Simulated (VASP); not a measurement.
```
Hf
1.0
    1.57850    -2.73405     0.00000
    1.57850     2.73405     0.00000
    0.00000     0.00000     4.99157
Hf
2
Direct
  0.33333   0.66667   0.25000
  0.66667   0.33333   0.75000
```

These are PBEsol GGA, VASP's PBE PAW potentials (set 64) (plane waves; VASP) values and carry that method's errors. Numerical set-up: 480 eV cut-off, 12×12×8 Γ-centred mesh, first-order Methfessel-Paxton smearing of 0.10 eV, potentials Hf_pv.

Each relaxation starts from this cell; other phases were not tried.

Q: The cell is relaxed at 2 GPa. What happens?

A: The volume per atom goes from 21.54 to 21.16 Å³ (-1.8 %), and the cell becomes a = 3.1352 Å, b = 3.1352 Å, c = 4.9706 Å, α = 90.00°, β = 90.00°, γ = 120.00°, space group P6_3/mmc.

Q: The cell is relaxed at 5 GPa. What happens?

A: The volume per atom goes from 21.54 to 20.66 Å³ (-4.1 %), and the cell becomes a = b = 3.111 Å, c = 4.930 Å, α = β = 90.00°, γ = 120.00°, space group P6_3/mmc.

Failed runs are left out, and for metals the shear rows, which the mesh's noise covers.

The compound is Hf in the hcp structure.
